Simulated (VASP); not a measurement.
These are PBE GGA, VASP's PBE PAW potentials (set 64) (plane waves; VASP) values and carry that method's errors.

The input files of a VASP run:

INCAR:
```
PREC = Accurate
ALGO = Normal   ! blocked Davidson
ENCUT = 300
LMAXMIX = 6
GGA = PE   ! PBE
NELM = 100   ! most electronic steps
EDIFF = 1E-6   ! SCF stop (eV)
SIGMA = 0.1   ! width (eV)
LASPH = T
ISMEAR = -1   ! Fermi-Dirac
LREAL = F   ! projection in real space or not
LWAVE = F
SYSTEM = La
LCHARG = F
ISIF = 2
```

File POSCAR:
```
La
1
    1.8850000000    -3.2649160000     0.0000000000
    1.8850000000     3.2649160000     0.0000000000
    0.0000000000     0.0000000000    12.1600000000
La
4
Direct
  0.0000000000   0.0000000000   0.5000000000
  0.0000000000   0.0000000000   0.0000000000
  0.3333330000   0.6666670000   0.2500000000
  0.6666670000   0.3333330000   0.7500000000
```

### KPOINTS
```
kpoints
0
Gamma
  7 7 2
0 0 0
```

POTCAR, in this order: La (PBE.64 set). Program: vasp_std.

The run wrote:

### OUTCAR
```
 ion  position               nearest neighbor table
   1  0.000  0.000  0.500-
   2  0.000  0.000  0.000-
   3  0.333  0.667  0.250-
   4  0.667  0.333  0.750-
  LATTYP: Found a hexagonal cell.
 ALAT       =     3.7700001972
 C/A-ratio  =     3.2254640222
 Subroutine PRICEL returns:
 Original cell was already a primitive cell.
 Subroutine GETGRP returns: Found 24 space group operations
The static configuration has the point symmetry D_3d.
 The point group associated with its full space group is D_6h.
The dynamic configuration has the point symmetry D_3d.
 Subroutine INISYM returns: Found 24 space group operations
 Subroutine IBZKPT returns following result:
 Found     16 irreducible k-points:

 Following reciprocal coordinates:
            Coordinates               Weight
  0.000000  0.000000  0.000000      1.000000
  0.142857  0.000000  0.000000      6.000000
  0.285714  0.000000  0.000000      6.000000
  0.428571  0.000000  0.000000      6.000000
  0.142857  0.142857  0.000000      6.000000
  0.285714  0.142857  0.000000     12.000000
  0.428571  0.142857  0.000000      6.000000
  0.285714  0.285714  0.000000      6.000000
  0.000000  0.000000  0.500000      1.000000
  0.142857  0.000000  0.500000      6.000000
  0.285714  0.000000  0.500000      6.000000
  0.428571  0.000000  0.500000      6.000000
  0.142857  0.142857  0.500000      6.000000
  0.285714  0.142857  0.500000     12.000000
  0.428571  0.142857  0.500000      6.000000
  0.285714  0.285714  0.500000      6.000000
   k-points           NKPTS =     16   k-points in BZ     NKDIM =     16   number of bands    NBANDS=     26
   number of dos      NEDOS =    301   number of ions     NIONS =      4
   total plane-waves  NPLWV =  40320
   dimension x,y,z NGX =    24 NGY =   24 NGZ =   70
   dimension x,y,z NGXF=    48 NGYF=   48 NGZF=  140
   ions per type =               4
   PREC   = accura    normal or accurate (medium, high low for compatibility)
   ISTART =      0    job   : 0-new  1-cont  2-samecut
   ICHARG =      2    charge: 1-file 2-atom 10-const
   ISPIN  =      1    spin polarized calculation?
   LNONCOLLINEAR =      F non collinear calculations
   LSORBIT =      F    spin-orbit coupling
   INIWAV =      1    electr: 0-lowe 1-rand  2-diag
   ENCUT  =  300.0 eV  22.05 Ry    4.70 a.u.   5.32  5.32 17.17*2*pi/ulx,y,z
   NELM   =    100;   NELMIN=  2; NELMDL= -5     # of ELM steps
   EDIFF  = 0.1E-05   stopping-criterion for ELM
   LREAL  =      F    real-space projection
   NLSPLINE    = F    spline interpolate recip. space projectors
   LMAXMIX     =    6 max onsite mixed and CHGCAR
   VOSKOWN=      0    Vosko Wilk Nusair interpolation
   EDIFFG = 0.1E-04   stopping-criterion for IOM
   NSW    =      0    number of steps for IOM
   NBLOCK =      1;   KBLOCK =      1    inner block; outer block
   IBRION =     -1    ionic relax: 0-MD 1-quasi-New 2-CG
   NFREE  =      0    steps in history (QN), initial steepest desc. (CG)
   ISIF   =      2    stress and relaxation
   ISYM   =      2    0-nonsym 1-usesym 2-fastsym
   TEIN   =    0.0    initial temperature
   TEBEG  =    0.0;   TEEND  =   0.0 temperature during run
   SMASS  =  -3.00    Nose mass-parameter (am)
   PSTRESS=    0.0 pullay stress
   NELECT =      44.0000    total number of electrons
   EFERMI =   0.00;   METHOD = LEGACY
   ISMEAR =    -1;   SIGMA  =   0.10  broadening in eV -4-tet -1-fermi 0-gaus
   IALGO  =     38    algorithm
   LDIAG  =      T    sub-space diagonalisation (order eigenvalues)
   IMIX   =      4    mixing-type and parameters
     AMIX     =   0.40;   BMIX     =  1.00
     AMIX_MAG =   1.60;   BMIX_MAG =  1.00
...
```

OSZICAR:
```
       N       E                     dE             d eps       ncg     rms          rms(c)
DAV:   1     0.499885580186E+03    0.49989E+03   -0.10849E+04   848   0.146E+03
DAV:   2     0.805852729925E+02   -0.41930E+03   -0.41547E+03  1232   0.432E+02
DAV:   3    -0.625963453252E+01   -0.86845E+02   -0.85908E+02  1496   0.240E+02
DAV:   4    -0.176211711427E+02   -0.11362E+02   -0.11006E+02  1536   0.843E+01
DAV:   5    -0.194152982124E+02   -0.17941E+01   -0.17424E+01  1664   0.305E+01    0.479E+00
DAV:   6    -0.196283515672E+02   -0.21305E+00   -0.23763E+00  1608   0.115E+01    0.241E+00
DAV:   7    -0.196482840875E+02   -0.19933E-01   -0.32702E-01  1624   0.379E+00    0.593E-01
DAV:   8    -0.196547274609E+02   -0.64434E-02   -0.52299E-02  1632   0.133E+00    0.105E-01
DAV:   9    -0.196561092355E+02   -0.13818E-02   -0.10291E-02  1640   0.460E-01    0.758E-02
DAV:  10    -0.196566408617E+02   -0.53163E-03   -0.36235E-03  1416   0.279E-01    0.219E-02
DAV:  11    -0.196567655445E+02   -0.12468E-03   -0.10490E-03  1568   0.121E-01    0.138E-02
DAV:  12    -0.196568227225E+02   -0.57178E-04   -0.47266E-04  1280   0.419E-02    0.970E-03
DAV:  13    -0.196568514218E+02   -0.28699E-04   -0.25987E-04  1272   0.289E-02    0.356E-03
DAV:  14    -0.196568676812E+02   -0.16259E-04   -0.14506E-04   896   0.148E-02    0.113E-03
DAV:  15    -0.196568761426E+02   -0.84614E-05   -0.81447E-05   872   0.133E-02    0.348E-04
DAV:  16    -0.196568807884E+02   -0.46458E-05   -0.43588E-05   840   0.859E-03    0.200E-04
DAV:  17    -0.196568831199E+02   -0.23315E-05   -0.23006E-05   752   0.844E-03    0.102E-04
DAV:  18    -0.196568843286E+02   -0.12087E-05   -0.12112E-05   752   0.620E-03    0.557E-05
DAV:  19    -0.196568850373E+02   -0.70875E-06   -0.64855E-06   640   0.663E-03
   1 F= -.19656885E+02 E0= -.19560037E+02  d E =-.193695E+00
```

OUTCAR:
```
------------------------ aborting loop because EDIFF is reached ----------------------------------------
  FORCE on cell =-STRESS in cart. coord.  units (eV):
  Direction    XX          YY          ZZ          XY          YZ          ZX
  --------------------------------------------------------------------------------------
  Total       -0.3951722     -0.3951723     -0.1350988      0.0000000     -0.0000000      0.0000000
  in kB       -4.2300946     -4.2300952     -1.4461563      0.0000000     -0.0000000      0.0000000
  external PRESSURE =      -3.3021153 kB  Pullay stress =       0.0000000 kB
  volume of cell :      149.67
      direct lattice vectors                 reciprocal lattice vectors
     1.885000000 -3.264916000  0.000000000     0.265251989 -0.153143297  0.000000000
     1.885000000  3.264916000  0.000000000     0.265251989  0.153143297  0.000000000
     0.000000000  0.000000000 12.160000000     0.000000000  0.000000000  0.082236842
 POSITION                                       TOTAL-FORCE (eV/Angst)
 -----------------------------------------------------------------------------------
      0.00000      0.00000      6.08000        -0.000000      0.000000      0.000000
      0.00000      0.00000      0.00000         0.000000      0.000000      0.000000
      1.88500      1.08831      3.04000         0.000000      0.000000     -0.000000
      1.88500     -1.08831      9.12000         0.000000     -0.000000      0.000000
 -----------------------------------------------------------------------------------
    total drift:                               -0.000000     -0.000000      0.000000
  FREE ENERGIE OF THE ION-ELECTRON SYSTEM (eV)
  ---------------------------------------------------
  free  energy   TOTEN  =       -19.6568850373 eV

  energy  without entropy=      -19.4631898961  energy(sigma->0) =      -19.56003747
```
(Selected blocks of OUTCAR.)

At this cut-off the stress carries a Pulay error, which pulls relaxed volumes low.

The structure is a typed La crystal (P6_3/mmc). The cell was not relaxed at this level.
